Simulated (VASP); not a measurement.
Given:

```yaml
crystal:
  lattice:
    - [0.00000, 2.92839, 2.92839]
    - [2.92839, 0.00000, 2.92839]
    - [2.92839, 2.92839, 0.00000]
  atoms:
    - { symbol: Li, position: [0.25000, 0.25000, 0.25000] }
    - { symbol: Li, position: [0.75000, 0.75000, 0.75000] }
    - { symbol: Se, position: [0.00000, 0.00000, 0.00000] }
```

These are LDA (Ceperley-Alder, Perdew-Zunger) with spin-orbit coupling, VASP's LDA PAW potentials (set 64) (plane waves; VASP) values and carry that method's errors. Run with 520 eV cut-off, 6×6×6 Γ-centred mesh, Gaussian smearing of 0.050 eV, potentials Li_sv Se.

Task: Give the energies of bands 7 to 19 at the high-symmetry points, in eV from the valence-band maximum.

Result: 
```tsv
band	Γ	X	U	L	W
7	-0.40	-2.61	-2.54	-3.34	-2.37
8	-0.40	-2.61	-2.54	-3.34	-2.37
9	0.00	-1.84	-2.33	-0.85	-2.13
10	0.00	-1.84	-2.33	-0.85	-2.13
11	0.00	-1.67	-1.45	-0.61	-2.08
12	0.00	-1.67	-1.45	-0.61	-2.08
13	3.41	2.61	3.85	5.16	4.99
14	3.41	2.61	3.85	5.16	4.99
15	5.36	6.18	7.30	5.71	6.27
16	5.36	6.18	7.30	5.71	6.27
17	5.36	10.37	8.49	5.72	8.09
18	5.36	10.37	8.49	5.72	8.09
19	5.37	10.56	8.96	7.95	8.11
```

The gap is indirect, 2.61 eV, from the valence maximum at Γ to the conduction minimum at X.

The compound is Li2Se in the antifluorite structure. It was relaxed first, which changed the volume by -7 %.
